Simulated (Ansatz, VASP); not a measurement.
# Zr2H2NO2 (Zr2N(OH)2 MXene monolayer): VASP beside Ansatz, part 2 of 2

Wanted: the spread between two codes on one cell, functional and k mesh. Of the first pair: The structure shown is the start of the Ansatz relaxation below; VASP solves that cell, so the two are compared at the walk's first step.

VASP 6.6.1 and Ansatz 0.2.0.

So far: The starting structure; Ansatz: relaxation, LDA.

### Step 3. VASP: single point, LDA, start cell, pair 1

Level of this step: LDA, zero-moment start; plane waves and PAW (H, O, Zr_sv, N) (VASP).

The same cell, functional (in two slightly different forms), mesh and smearing now go to VASP, with its own data sets.

Lines of VASP's logs that name or quote its potential files are left out, and so is its time.

Input file INCAR:

```
SYSTEM = Zr2H2NO2
PREC = Accurate
ENCUT = 520
EDIFF = 1E-06
NELM = 200
ISMEAR = -1
SIGMA = 0.05
LREAL = .FALSE.
ALGO = Normal
GGA = CA
NBANDS = 32
ISPIN = 2
MAGMOM = 0 0 0 0 0 0 0
LASPH = .TRUE.
LMAXMIX = 4
LORBIT = 11
LWAVE = .FALSE.
LCHARG = .FALSE.
ISIF = 2
LDIPOL = .TRUE.
IDIPOL = 3
DIPOL = 0.5 0.5 0.5
LVHAR = .TRUE.
GGA_COMPAT = .FALSE.
NELMDL = -8
KPAR = 2
```

Input file POSCAR:

```
Zr2H2NO2
1.0
    3.2175000000      0.0000000000      0.0000000000
   -1.6087500000      2.7864370000      0.0000000000
    0.0000000000      0.0000000000     44.9846030000
H O Zr N
2 2 2 1
Direct
    0.3333332137      0.6666664274      0.4223667373
    0.6666666069      0.3333332137      0.5776332627
    0.3333332137      0.6666664274      0.4441519691
    0.6666666069      0.3333332137      0.5558480309
    0.6666666069      0.3333332137      0.4717783549
    0.3333332137      0.6666664274      0.5282216451
    0.0000000000      0.0000000000      0.4999999889
```

Input file KPOINTS:

```
Automatic mesh
0
Gamma
12 12 1
0 0 0
```

PAW data sets: H, O, Zr_sv and N (LDA family, release 64).

Run with:

```
$ mpirun -np 2 vasp_std
```

Numbers of over 12 decimals in the logs are rounded to 6 here.

The program printed:

```text
[banner, memory and clock lines left out]
running    2 mpi-ranks, on    1 nodes
 distrk:  each k-point on    1 cores,    2 groups
 distr:  one band on    1 cores,    1 groups

 POSCAR found type information on POSCAR H O ZrN
 POSCAR found :  4 types and       7 ions
 LDA part: xc-table for (Slater(with rela. corr.)+CA(PZ))
 , standard interpolation
 POSCAR, INCAR and KPOINTS ok, starting setup
 FFT: planning ... GRIDC
 FFT: planning ... GRID_SOFT
 FFT: planning ... GRID
 WAVECAR not read
 entering main loop
       N       E                     dE             d eps       ncg     rms          rms(c)
DAV:   1     0.407933821460E+03    0.40793E+03   -0.19504E+04  3064   0.103E+03
DAV:   2    -0.985283565480E+01   -0.41779E+03   -0.40303E+03  3304   0.290E+02
DAV:   3    -0.643120725882E+02   -0.54459E+02   -0.53832E+02  3648   0.988E+01
DAV:   4    -0.669949722866E+02   -0.26829E+01   -0.26669E+01  3776   0.217E+01
DAV:   5    -0.671035935179E+02   -0.10862E+00   -0.10860E+00  3544   0.323E+00
DAV:   6    -0.671053786911E+02   -0.17852E-02   -0.17851E-02  3696   0.484E-01
DAV:   7    -0.671054342510E+02   -0.55560E-04   -0.55559E-04  3576   0.697E-02
DAV:   8    -0.671054353350E+02   -0.10841E-05   -0.10843E-05  3472   0.112E-02    0.331E+01
DAV:   9    -0.586334896116E+02    0.84719E+01   -0.36778E+01  3040   0.326E+01    0.138E+01
DAV:  10    -0.581436974421E+02    0.48979E+00   -0.31929E+00  3400   0.880E+00    0.780E+00
DAV:  11    -0.580980481984E+02    0.45649E-01   -0.60857E-01  3184   0.351E+00    0.185E+00
DAV:  12    -0.580614569862E+02    0.36591E-01   -0.43342E-01  3384   0.229E+00    0.730E-01
DAV:  13    -0.580498975913E+02    0.11559E-01   -0.28576E-02  3176   0.912E-01    0.371E-01
DAV:  14    -0.580495540023E+02    0.34359E-03   -0.36290E-03  3496   0.372E-01    0.107E-01
[...]
DAV:  20    -0.580496483353E+02   -0.49953E-04   -0.15964E-05  2568   0.521E-03    0.293E-03
DAV:  21    -0.580496760537E+02   -0.27718E-04   -0.25880E-06  2336   0.326E-03    0.169E-03
DAV:  22    -0.580496964831E+02   -0.20429E-04   -0.17677E-06  2264   0.247E-03    0.935E-04
DAV:  23    -0.580497072167E+02   -0.10734E-04   -0.36270E-07  2376   0.124E-03    0.640E-04
DAV:  24    -0.580497136112E+02   -0.63945E-05   -0.20489E-07  2144   0.701E-04    0.372E-04
DAV:  25    -0.580497173621E+02   -0.37509E-05   -0.13143E-07  2192   0.493E-04    0.235E-04
DAV:  26    -0.580497192900E+02   -0.19279E-05   -0.79546E-08  2104   0.357E-04    0.108E-04
DAV:  27    -0.580497199242E+02   -0.63415E-06   -0.15703E-08  1952   0.197E-04
   1 F= -.58049720E+02 E0= -.58040751E+02  d E =-.179383E-01  mag=    -0.0000
```

Parts of OUTCAR (step 3):

```text
ion  position               nearest neighbor table
   1  0.333  0.667  0.422-   3 0.98
   2  0.667  0.333  0.578-   4 0.98
   3  0.333  0.667  0.444-   1 0.98   5 2.24   5 2.24   5 2.24
   4  0.667  0.333  0.556-   2 0.98   6 2.24   6 2.24   6 2.24
   5  0.667  0.333  0.472-   3 2.24   3 2.24   3 2.24   7 2.25   7 2.25   7 2.25   6 3.15   6 3.15
                             6 3.15
   6  0.333  0.667  0.528-   4 2.24   4 2.24   4 2.24   7 2.25   7 2.25   7 2.25   5 3.15   5 3.15
                             5 3.15
   7  0.000  0.000  0.500-   5 2.25   5 2.25   6 2.25   5 2.25   6 2.25   6 2.25

  LATTYP: Found a hexagonal cell.
 ALAT       =     3.2175000000
 C/A-ratio  =    13.9812285936

 Subroutine GETGRP returns: Found 12 space group operations
 (whereof 12 operations were pure point group operations)

The static configuration has the point symmetry D_3d.

 Found     19 irreducible k-points:

   k-points           NKPTS =     19   k-points in BZ     NKDIM =     19   number of bands    NBANDS=     32

   dimension x,y,z NGX =    24 NGY =   24 NGZ =  336
   dimension x,y,z NGXF=    48 NGYF=   48 NGZF=  672

   ENCUT  =  520.0 eV  38.22 Ry    6.18 a.u.   5.98  5.98 83.64*2*pi/ulx,y,z

   NELECT =      43.0000    total number of electrons

 k-points in reciprocal lattice and weights: Automatic mesh
   0.00000000  0.00000000  0.00000000       0.007
   0.08333333 -0.00000000  0.00000000       0.042
   0.16666667 -0.00000000  0.00000000       0.042
   0.25000000  0.00000000  0.00000000       0.042
   0.33333333 -0.00000000  0.00000000       0.042
   0.41666667 -0.00000000  0.00000000       0.042
   0.50000000  0.00000000  0.00000000       0.021
   0.08333333  0.08333333  0.00000000       0.042
   0.16666667  0.08333333  0.00000000       0.083
[...]
0.33333333  0.25000000  0.00000000       0.083
   0.33333333  0.33333333  0.00000000       0.014

 dipolmoment           0.000000      0.000000      0.000002 electrons x Angstroem

 average (electrostatic) potential at core
       1 -42.6033       2 -42.6033       3 -80.2573       4 -80.2572       5 -84.9547
       6 -84.9547       7 -70.3907

 E-fermi :  -0.7608

 spin component 1
 k-point     1 :       0.0000    0.0000    0.0000
  band No.  band energies     occupation
    ...
     21      -1.3821      1.00000
     22      -1.0064      0.99270
     23      -0.9960      0.99103
     24      -0.8653      0.88994
     25      -0.8653      0.88994
     26       0.3196      0.00000
     27       1.1686      0.00000
     28       1.1686      0.00000
     29       1.4733      0.00000
     30       1.7253      0.00000
    ...

 k-point     2 :       0.0833   -0.0000    0.0000
  band No.  band energies     occupation
    ...
     20      -5.1954      1.00000
     21      -1.3414      0.99999
     22      -1.1549      0.99962
     23      -0.9342      0.96980
     24      -0.8013      0.69218
     25      -0.6981      0.22221
     26       0.6196      0.00000
     27       0.9516      0.00000
     28       1.2826      0.00000
     29       1.6064      0.00000
    ...

 k-point     3 :       0.1667   -0.0000    0.0000
  band No.  band energies     occupation
    ...
     18      -6.1376      1.00000
     19      -6.0046      1.00000
     20      -5.3521      1.00000
     21      -1.9175      1.00000
     22      -0.8742      0.90619
     23      -0.7036      0.24164
     24      -0.3548      0.00030
     25      -0.2399      0.00003
     26       0.6399      0.00000
     27       1.0891      0.00000
    ...

 k-point     4 :       0.2500    0.0000    0.0000
  band No.  band energies     occupation
    ...
     17      -7.1895      1.00000
     18      -6.3898      1.00000
     19      -6.0286      1.00000
     20      -5.4534      1.00000
     21      -2.5713      1.00000
     22      -0.3585      0.00032
     23      -0.1416      0.00000
     24       0.2057      0.00000
     25       0.4335      0.00000
     26       0.4652      0.00000
    ...

 k-point     5 :       0.3333   -0.0000    0.0000
  band No.  band energies     occupation
    ...
     17      -7.1999      1.00000
     18      -6.4260      1.00000
     19      -6.0000      1.00000
     20      -5.4476      1.00000
     21      -3.0969      1.00000
     22       0.1689      0.00000
     23       0.4219      0.00000
     24       0.7261      0.00000
     25       0.9657      0.00000
     26       1.2266      0.00000
    ...

 k-point     6 :       0.4167   -0.0000    0.0000
  band No.  band energies     occupation
    ...
     17      -7.2049      1.00000
     18      -6.3815      1.00000
     19      -5.9813      1.00000
     20      -5.3924      1.00000
     21      -3.4327      1.00000
     22       0.0770      0.00000
     23       1.2632      0.00000
     24       1.7061      0.00000
     25       1.7801      0.00000
     26       1.9436      0.00000
    ...

  Total       -0.7325964     -0.7325965     -0.6944682     -0.0000000      0.0000000      0.0000000
  in kB       -2.9103397     -2.9103402     -2.7588703     -0.0000000      0.0000000      0.0000000
  external PRESSURE =      -2.8598501 kB  Pullay stress =       0.0000000 kB

  energy-cutoff  :      520.00
  volume of cell :      403.30
      direct lattice vectors                 reciprocal lattice vectors
     3.217500000  0.000000000  0.000000000     0.310800311  0.179440626  0.000000000
    -1.608750000  2.786437000  0.000000000     0.000000000  0.358881252  0.000000000
     0.000000000  0.000000000 44.984603000     0.000000000  0.000000000  0.022229828

 POSITION                                       TOTAL-FORCE (eV/Angst)
 -----------------------------------------------------------------------------------
      0.00000      1.85762     19.00000        -0.000000      0.000000     -0.452203
      1.60875      0.92881     25.98460         0.000000      0.000000      0.452203
      0.00000      1.85762     19.98000         0.000000      0.000000     -0.366451
      1.60875      0.92881     25.00460        -0.000000     -0.000000      0.366451
      1.60875      0.92881     21.22276         0.000000      0.000000      2.200951
      0.00000      1.85762     23.76184        -0.000000     -0.000000     -2.200951
      0.00000      0.00000     22.49230        -0.000000      0.000000      0.000000
 -----------------------------------------------------------------------------------
    total drift:                               -0.000000      0.002854      0.000627

  FREE ENERGIE OF THE ION-ELECTRON SYSTEM (eV)
  ---------------------------------------------------
  free  energy   TOTEN  =       -58.0497199242 eV

  energy  without entropy=      -58.0317815883  energy(sigma->0) =      -58.04075076

 vacuum level on the upper side and lower side of the slab         2.157         2.157

 total charge
# of ion       s       p       d       tot
------------------------------------------
    1        0.589   0.121   0.000   0.711
    2        0.589   0.121   0.000   0.711
    3        1.545   3.587   0.000   5.132
    4        1.545   3.587   0.000   5.132
    5        2.155   6.020   1.748   9.923
    6        2.155   6.020   1.748   9.923
    7        1.231   2.455   0.000   3.686
--------------------------------------------------
tot          9.809  21.913   3.495  35.218

 magnetization (x)
# of ion       s       p       d       tot
------------------------------------------
    1       -0.000  -0.000   0.000  -0.000
    2       -0.000  -0.000   0.000  -0.000
    3       -0.000  -0.000   0.000  -0.000
    4       -0.000  -0.000   0.000  -0.000
    5       -0.000   0.000  -0.000  -0.000
    6       -0.000   0.000  -0.000  -0.000
    7        0.000   0.000   0.000   0.000
--------------------------------------------------
tot         -0.000   0.000  -0.000  -0.000

[... 6 further parts left out ...]
```

### Step 4. Side by side

Known differences besides the potentials themselves: the two LDA forms differ slightly; Ansatz cuts the interaction across the vacuum, VASP repeats the sheet with a dipole correction; the cutoff is 420 eV in Ansatz and 520 eV in VASP; VASP's log shows a relativistic correction to its local exchange, Ansatz's none. Total energies have different zeros and are not compared.

Forces (eV/Å; atoms numbered as in POSCAR):

```
atom        Ansatz x, y, z          VASP x, y, z
  H1  0.000, 0.000, -0.283  0.000, 0.000, -0.452
  H2   0.000, 0.000, 0.283   0.000, 0.000, 0.452
  O3  0.000, 0.000, -0.490  0.000, 0.000, -0.366
  O4   0.000, 0.000, 0.490   0.000, 0.000, 0.366
 Zr5   0.000, 0.000, 2.212   0.000, 0.000, 2.201
 Zr6  0.000, 0.000, -2.212  0.000, 0.000, -2.201
  N7   0.000, 0.000, 0.000   0.000, 0.000, 0.000
```

The forces differ by 65 meV/Å r.m.s., which is 9.2 % of the r.m.s. force of 0.703 eV/Å (both taken over all components). Moments aren't recorded for both runs of this pair, so they may hold unlike magnetic states. With vacuum in the cell, a pressure given here is an average over mostly empty space and none of the material.

### Step 5. Ansatz: relaxation, LDA

This run makes the geometry at which the two programs are then compared.

The structure compared here is the end of the Ansatz relaxation.

Input file input.yaml:

```yaml
crystal:
  lattice:
    - [3.2175, 0.0, 0.0]
    - [-1.60875, 2.7864367367, 0.0]
    - [0.0, 0.0, 44.9846026417]
  atoms:
    - { symbol: H, position: [0.3333333333, 0.6666666667, 0.4223667407] }
    - { symbol: O, position: [0.3333333333, 0.6666666667, 0.4441519726] }
    - { symbol: Zr, position: [0.6666666667, 0.3333333333, 0.4717783485], spin: 1.0 }
    - { symbol: "N", position: [0.0, 0.0, 0.5] }
    - { symbol: Zr, position: [0.3333333333, 0.6666666667, 0.5282216515], spin: 1.0 }
    - { symbol: O, position: [0.6666666667, 0.3333333333, 0.5558480274] }
    - { symbol: H, position: [0.6666666667, 0.3333333333, 0.5776332593] }
  periodic: [true, true, false]
magnetization:
  spin_polarized: true
kpoints:
  mp_grid: { grid: [12, 12, 1] }
hamiltonian:
  xc: lda
scf:
  occupations: { method: fermi_dirac, width: 0.05 }
  convergence: { dr2_threshold: 1.0e-09 }
relax:
  f_tol: 0.004
  max_steps: 90
  cell: {}
output:
  write_potential: true
  write_density: true
  volumetric_format: npy
```

Run with:

```
$ ansatz run input.yaml --threads 4 --pin off --max-ram 12288MiB --backend cpu --events-out ev --progress --plain --runs-dir out
```

The program printed:

```text
[...]
Crystal: 7 atoms, lattice volume = 403.303 Å³
Basis set: ecut = 420 eV, 8011 PW (Γ)
Bands: 30, of which v1, the nominal top of the filled ones, is band 22 counted from 1 (21 counted from 0)
Symmetry: 12 space group operations
[...]
k-points: 19 of 144
[...]
- [0, 0, 44.9846026417]
  atoms:
    - { symbol: H, position: [0.333333, 0.666667, 0.422354] }
    - { symbol: O, position: [0.333333, 0.666667, 0.444172] }
    - { symbol: Zr, position: [0.666667, 0.333333, 0.473266] }
    - { symbol: N, position: [0, 0, 0.5] }
    - { symbol: Zr, position: [0.333333, 0.666667, 0.526734] }
    - { symbol: O, position: [0.666667, 0.333333, 0.555828] }
    - { symbol: H, position: [0.666667, 0.333333, 0.577646] }
[key lines of the parts left out:]
SCF converged after 4 iterations
Magnetization: 0.0000 μB (21.5000 up, 21.5000 down)
Free energy (F): -9677.588229 eV
Fermi energy:    -2.723859 eV
P = ½ c Tr σ = -0.0236 N/m
```

### Step 6. VASP: single point, LDA, relaxed cell, pair 2

The same cell, functional (in two slightly different forms), mesh and smearing now go to VASP, with its own data sets.

INCAR is that of step 3.

Input file POSCAR:

```
Zr2H2NO2
1.0
    3.2097383670      0.0000000000      0.0000000000
   -1.6048691835      2.7797149653      0.0000000000
    0.0000000000      0.0000000000     44.9846026417
H O Zr N
2 2 2 1
Direct
    0.3333333333      0.6666666667      0.4223538720
    0.6666666667      0.3333333333      0.5776461280
    0.3333333333      0.6666666667      0.4441719781
    0.6666666667      0.3333333333      0.5558280219
    0.6666666667      0.3333333333      0.4732660130
    0.3333333333      0.6666666667      0.5267339870
    0.0000000000      0.0000000000      0.5000000000
```

KPOINTS is that of step 3.

Run with:

```
$ mpirun -np 2 vasp_std
```

The program printed:

```text
[... set-up lines as in an earlier step ...]
 entering main loop
       N       E                     dE             d eps       ncg     rms          rms(c)
DAV:   1     0.416783943008E+03    0.41678E+03   -0.19447E+04  3032   0.103E+03
DAV:   2    -0.927807534852E+01   -0.42606E+03   -0.41156E+03  3312   0.296E+02
DAV:   3    -0.643837894538E+02   -0.55106E+02   -0.54431E+02  3624   0.995E+01
DAV:   4    -0.671390036667E+02   -0.27552E+01   -0.27384E+01  3768   0.222E+01
[...]
DAV:  26    -0.581994668088E+02   -0.22511E-05   -0.71814E-08  2080   0.643E-04    0.246E-04
DAV:  27    -0.581994690513E+02   -0.22425E-05   -0.10151E-07  2080   0.407E-04    0.840E-05
DAV:  28    -0.581994696329E+02   -0.58161E-06   -0.12543E-08  1984   0.233E-04
   1 F= -.58199470E+02 E0= -.58191293E+02  d E =-.163539E-01  mag=     0.0000
```

From OUTCAR (step 6):

```text
  Total        0.1392150      0.1392150      0.4866685     -0.0000000      0.0000000      0.0000000
  in kB        0.5557289      0.5557289      1.9427192     -0.0000000      0.0000000      0.0000000
  external PRESSURE =       1.0180590 kB  Pullay stress =       0.0000000 kB

 POSITION                                       TOTAL-FORCE (eV/Angst)
 -----------------------------------------------------------------------------------
     -0.00000      1.85314     18.99942        -0.000000      0.000000     -0.168321
      1.60487      0.92657     25.98518         0.000000      0.000000      0.168321
     -0.00000      1.85314     19.98090        -0.000000      0.000000      0.128326
      1.60487      0.92657     25.00370         0.000000     -0.000000     -0.128326
      1.60487      0.92657     21.28968        -0.000000     -0.000000     -0.025227
     -0.00000      1.85314     23.69492         0.000000      0.000000      0.025227
      0.00000      0.00000     22.49230        -0.000000      0.000000      0.000000
 -----------------------------------------------------------------------------------
    total drift:                                0.000000      0.000000     -0.000000

  FREE ENERGIE OF THE ION-ELECTRON SYSTEM (eV)
  ---------------------------------------------------
  free  energy   TOTEN  =       -58.1994696329 eV

  energy  without entropy=      -58.1831157808  energy(sigma->0) =      -58.19129271

 magnetization (x)
# of ion       s       p       d       tot
------------------------------------------
    1        0.000   0.000   0.000   0.000
    2        0.000   0.000   0.000   0.000
    3        0.000   0.000   0.000   0.000
    4        0.000   0.000   0.000   0.000
    5       -0.000   0.000   0.000   0.000
    6       -0.000   0.000   0.000   0.000
    7        0.000   0.000   0.000   0.000
--------------------------------------------------
tot         -0.000   0.000   0.000   0.000

[... 1 part as in an earlier step ...]

[... 2 further parts left out ...]
[key lines of the parts left out:]
E-fermi :  -0.6278
```

### Step 7. Comparison

Forces (eV/Å; atoms numbered as in POSCAR):

```
atom        Ansatz x, y, z          VASP x, y, z
  H1  0.000, 0.000, -0.001  0.000, 0.000, -0.168
  H2   0.000, 0.000, 0.001   0.000, 0.000, 0.168
  O3   0.000, 0.000, 0.001   0.000, 0.000, 0.128
  O4  0.000, 0.000, -0.001  0.000, 0.000, -0.128
 Zr5   0.000, 0.000, 0.000  0.000, 0.000, -0.025
 Zr6   0.000, 0.000, 0.000   0.000, 0.000, 0.025
  N7   0.000, 0.000, 0.000   0.000, 0.000, 0.000
```

The forces differ by 65 meV/Å r.m.s., where the r.m.s. force is 0.000 eV/Å in Ansatz and 0.066 eV/Å in VASP: the atoms lie near their places of rest in Ansatz, so a percentage would say little (all taken over all components). With vacuum in the cell, a pressure given here is an average over mostly empty space and none of the material.

### Step 8. Summary of results

```yaml
r_m_s_force_difference_single_point_lda_start_cell_pair_1: 9.2 % of the r.m.s. force
r_m_s_force_difference_single_point_lda_relaxed_cell_pair_2: 65 meV/Å
```

What this shows: The r.m.s. force difference is 65 meV/Å (single point, LDA, relaxed cell, pair 2), beyond the 12 meV/Å picked in this series as the mark of a large difference. What causes the difference of the single point, LDA, start cell, pair 1 pair stays open here. What causes the difference of the single point, LDA, relaxed cell, pair 2 pair stays open here. How closely two codes agree says nothing of how well the functional describes the real material.

[Lines on the potential files, build, host, timing and source positions are cut from VASP's logs without a mark.]

[Logs are printed without paths, hosts, clocks, repeated set-up lines and the standing remarks that a program may print on its own settings, such as how far it seeks lower states.]

[Hosts, paths, dates, database ids (printed as entryN), source tags and the programs' standing remarks are cut or masked in the printed files.]
